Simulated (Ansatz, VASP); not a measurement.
**Two plane-wave programs on TiPd**

Contents of INCAR:

```
SYSTEM = TiPd
ALGO = Fast
EDIFF = 1E-6
ENCUT = 520
ISIF = 2
ISMEAR = 0
LASPH = .True.
LCHARG = .False.
LREAL = .False.
LWAVE = .False.
NBANDS = 18
NELM = 80
PREC = Accurate
SIGMA = 0.1
```

File KPOINTS:

```
k-points
0
Gamma
  6 6 6
  0 0 0
```

POSCAR

```
TiPd
1.0
    3.1800000000      0.0000000000      0.0000000000
    0.0000000000      3.1800000000      0.0000000000
    0.0000000000      0.0000000000      3.1800000000
Ti Pd
1 1
Direct
    0.5000000000      0.5000000000      0.5000000000
    0.0000000000      0.0000000000      0.0000000000
```

Input for Ansatz:

```yaml
crystal:
  lattice:
    - [3.18, 0.0, 0.0]
    - [0.0, 3.18, 0.0]
    - [0.0, 0.0, 3.18]
  atoms:
    - { symbol: Ti, position: [0.5, 0.5, 0.5] }
    - { symbol: Pd, position: [0.0, 0.0, 0.0] }
basis:
  ecutwfc: 420
kpoints:
  mp_grid: { grid: [6, 6, 6] }
hamiltonian:
  xc: lda
scf:
  occupations: { method: gaussian, width: 0.1 }
output:
  forces: true
  stress: true
  eigenvalues: true
```

Alike in both runs: task single point; functional LDA; k mesh 6 × 6 × 6; occupations gaussian, width 0.1 eV; no spin polarisation.

|  | VASP | Ansatz |
| --- | --- | --- |
| version | VASP 6.6.1 | Ansatz 0.2.0 |
| potentials or method | VASP PAW LDA potentials, release 64 (Ti_sv, Pd) | scalar-relativistic, plane waves, PAW |
| plane-wave cutoff (eV) | 520 | 420 |
| valence electrons in the cell | 22 | 30 |

```tsv
	VASP	Ansatz	Ansatz less VASP
gap on the k mesh at the Fermi level (eV)	none	none	-
pressure (GPa)	-11.7	-12.0	-0.28
```

A gap of «none» marks a metal or a gap that the smearing closes. The two sets of potentials don't hold the same shells in valence.
